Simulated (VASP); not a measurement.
# SiH₃F: harmonic vibrations of a molecule

SiH₃F, molecule in box, 5 atoms in the cell. PBE, harmonic vibrations; PAW potentials F, Si, H (PBE set).

## Input

INCAR.step1:
```
ALGO = Normal
EDIFF = 1E-8
EDIFFG = -0.002
ENCUT = 400
IBRION = 2
ISIF = 2
ISMEAR = 0
ISYM = 0
LASPH = True
LCHARG = False
LREAL = False
LWAVE = False
NELM = 100
NSW = 60
POTIM = 0.5
PREC = Accurate
SIGMA = 0.01
```

INCAR.step2, as INCAR.step1 but for:
```
- EDIFFG = -0.002
- IBRION = 2
- ISIF = 2
- NSW = 60
- POTIM = 0.5
+ IBRION = 5
+ NFREE = 2
+ NSW = 1
+ POTIM = 0.015
```

KPOINTS:
```
k-points
0
Gamma
  1 1 1
```

POSCAR.step1:
```
SiH3F
1.0
   12.0000000000      0.0000000000      0.0000000000
    0.0000000000     12.0000000000      0.0000000000
    0.0000000000      0.0000000000     12.0000000000
F Si H
1 1 3
Direct
    0.4112875000      0.5163375000      0.5987375000
    0.5211125000      0.5011625000      0.5246791700
    0.4868541700      0.4867208300      0.4069291700
    0.5815541700      0.4012791700      0.5648708300
    0.5908791700      0.6022208300      0.5375208300
```

Commands (each step's output is kept before the next begins):
```
cat potpaw_PBE.64/F/POTCAR potpaw_PBE.64/Si/POTCAR potpaw_PBE.64/H/POTCAR > POTCAR
cp INCAR.step1 INCAR
cp POSCAR.step1 POSCAR
mpirun -np 4 vasp_gam > vasp.out
cp CONTCAR POSCAR
cp INCAR.step2 INCAR
mpirun -np 4 vasp_gam > vasp.out
```

## Result

- Vibrations (cm⁻¹; a negative value is imaginary): 2203, 2203, 2194, 957, 932, 931, 830, 700, 699
- Zero-point energy (eV): 0.722
- Translations and rotations, which should read zero (cm⁻¹): -25, -14, -6, 6, 15, 24
- Vibrational entropy at 298 K (meV/K): 0.050
- Displaced cells: 30
- Ionic steps, all stages: 36
- Electronic steps, all stages: 670

VASP 6.6.1 took 1184 s on 4 cores (Intel Xeon Platinum 8488C (Sapphire Rapids)), a shared host.
